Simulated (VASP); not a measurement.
Given:

```
CELL_PARAMETERS angstrom
      4.19837     0.00000     0.00000
      0.00000     4.19837     0.00000
      0.00000     0.00000     4.19837
ATOMIC_POSITIONS crystal
  Cs 0.00000 0.00000 0.00000
  Cl 0.50000 0.50000 0.50000
```

Computed with TPSS meta-GGA, VASP's PBE PAW potentials (set 64) (plane waves; VASP 6.6.1). Run with 520 eV cut-off, 6×6×6 Γ-centred mesh, Gaussian smearing of 0.050 eV, potentials Cs_sv Cl.

Unless said otherwise, spin-orbit coupling is left out, though it shifts the bands of the heavy elements here.

Question: What does the run give for the energy per atom (σ→0), band gap (on the k-mesh) with the smallest direct gap where there is one?

Answer: 
- band gap (on the k-mesh) = 5.39 eV
- smallest direct gap (on the k-mesh) = 5.39 eV
- energy per atom (σ→0) = -10.010 eV/atom

The absolute energy has meaning only against runs of the same code, potentials and settings.

The compound is CsCl in the CsCl type structure. It was relaxed first, which changed the volume by +6 %. The start is the result of an earlier pass.
